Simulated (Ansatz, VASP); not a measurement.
GaB12: VASP beside Ansatz

INCAR

```
SYSTEM = GaB12
ALGO = Normal
EDIFF = 1E-7
ENCUT = 520
GGA = PE
ISIF = 2
ISMEAR = 0
LASPH = .TRUE.
LCHARG = .FALSE.
LREAL = .FALSE.
LWAVE = .FALSE.
NBANDS = 36
NELM = 80
PREC = Accurate
SIGMA = 0.1
```

The input KPOINTS:

```
k-points
0
G
  4 4 4
  0 0 0
```

POSCAR

```
GaB12
1.0
    4.7076976300      0.0000000000      0.0000000000
    0.0000000000      4.7076976300      0.0000000000
    0.0000000000      0.0000000000      4.7076976300
Ga B
1 12
Direct
    0.5000000000      0.5000000000      0.5000000000
    0.3161961900      0.5000000000      0.0000000000
    0.6838038100      0.5000000000      0.0000000000
    0.0000000000      0.3161961900      0.5000000000
    0.0000000000      0.6838038100      0.5000000000
    0.5000000000      0.0000000000      0.3161961900
    0.5000000000      0.0000000000      0.6838038100
    0.5000000000      0.3161961900      0.0000000000
    0.5000000000      0.6838038100      0.0000000000
    0.3161961900      0.0000000000      0.5000000000
    0.6838038100      0.0000000000      0.5000000000
    0.0000000000      0.5000000000      0.6838038100
    0.0000000000      0.5000000000      0.3161961900
```

Input for Ansatz:

```yaml
crystal:
  lattice:
    - [4.70769763, 0.0, 0.0]
    - [0.0, 4.70769763, 0.0]
    - [0.0, 0.0, 4.70769763]
  atoms:
    - { symbol: Ga, position: [0.5, 0.5, 0.5] }
    - { symbol: B, position: [0.31619619, 0.5, 0.0] }
    - { symbol: B, position: [0.68380381, 0.5, 0.0] }
    - { symbol: B, position: [0.0, 0.31619619, 0.5] }
    - { symbol: B, position: [0.0, 0.68380381, 0.5] }
    - { symbol: B, position: [0.5, 0.0, 0.31619619] }
    - { symbol: B, position: [0.5, 0.0, 0.68380381] }
    - { symbol: B, position: [0.5, 0.31619619, 0.0] }
    - { symbol: B, position: [0.5, 0.68380381, 0.0] }
    - { symbol: B, position: [0.31619619, 0.0, 0.5] }
    - { symbol: B, position: [0.68380381, 0.0, 0.5] }
    - { symbol: B, position: [0.0, 0.5, 0.68380381] }
    - { symbol: B, position: [0.0, 0.5, 0.31619619] }
basis:
  ecutwfc: 420
kpoints:
  mp_grid: { grid: [4, 4, 4] }
hamiltonian:
  xc: pbe
scf:
  occupations: { method: gaussian, width: 0.1 }
  lower_state_search: "off"
output:
  forces: true
  stress: true
  eigenvalues: true
```

Alike in both runs: task single point; functional PBE; k mesh 4 × 4 × 4; occupations gaussian, width 0.1 eV; no spin polarisation.

|  | VASP | Ansatz |
| --- | --- | --- |
| version | VASP 6.6.1 | Ansatz 0.2.0 |
| potentials or method | VASP PAW PBE potentials, release 64 (Ga_d, B) | scalar-relativistic, plane waves, PAW |
| plane-wave cutoff (eV) | 520 | 420 |
| valence electrons in the cell | 49 | 49 |

|  | VASP | Ansatz | Ansatz less VASP |
| --- | --- | --- | --- |
| gap on the k mesh at the Fermi level (eV) | none | none | - |
| rms of the force components (eV/Å) | 16.134 | 15.861 | -0.2730 |

Atom by atom the forces differ by 0.273 eV/Å (rms over components). A gap of «none» marks a metal or a gap that the smearing closes.

Caveats: forces of over 1 eV/Å show positions far from the minimum, so gaps and moduli don't describe the material at rest.
